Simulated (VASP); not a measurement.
Write the native input for VASP 6.6.1 that does the following.

```
Task                   : single point
Functional             : LDA
Potentials or basis    : VASP PAW PBE potentials, release 64 (Y_sv, N, Lu)
Cutoff                 : 520 eV
k mesh                 : 6 × 6 × 6
Occupations            : fermi-dirac, width 0.02 eV
Spin                   : no spin polarisation
Dipole correction      : no
Further INCAR settings : ALGO = Normal; EDIFF = 1e-06; NBANDS = 31
```

The structure of YLuN2 lies in POSCAR:

```
YLuN2
1.0
    3.4090366897      0.0000000000      0.0000000000
    0.0000000000      3.4090366897      0.0000000000
    0.0000000000      0.0000000000      4.8188382216
Y N Lu
1 2 1
Direct
    0.0000000000      0.0000000000      0.0000000000
    0.0000000000      0.0000000000      0.5000000000
    0.5000000000      0.5000000000      0.0000000000
    0.5000000000      0.5000000000      0.5000000000
```

The cell was built by a generator and needn't be a form met in nature.

The input as run:

INCAR

```
SYSTEM = YLuN2
PREC = Accurate
ENCUT = 520
EDIFF = 1E-6
ISMEAR = -1
SIGMA = 0.02
LREAL = .False.
LASPH = .True.
NELM = 100
ALGO = Normal
ISIF = 2
LWAVE = .False.
LCHARG = .False.
GGA = CA
NBANDS = 31
```

KPOINTS

```
regular mesh
0
Gamma
  6 6 6
  0 0 0
```

Potentials or basis: VASP PAW PBE potentials, release 64 (Y_sv, N, Lu).

The run is started by

```sh
$ cat potpaw_PBE.64/Y_sv/POTCAR potpaw_PBE.64/N/POTCAR potpaw_PBE.64/Lu/POTCAR > POTCAR
$ mpirun -np 1 vasp_std > vasp.out
```

It gave:

- Pressure: -7.8 GPa
- Band gap on the k mesh: none (metal or under the smearing width)

Caveat: the PAW data sets were made with another functional, which shifts forces and pressure a little.

Run time: 58 s on 1 thread of Intel(R) Xeon(R) Platinum 8488C (Sapphire Rapids), with other jobs on the host, peak memory 0.22 GiB.
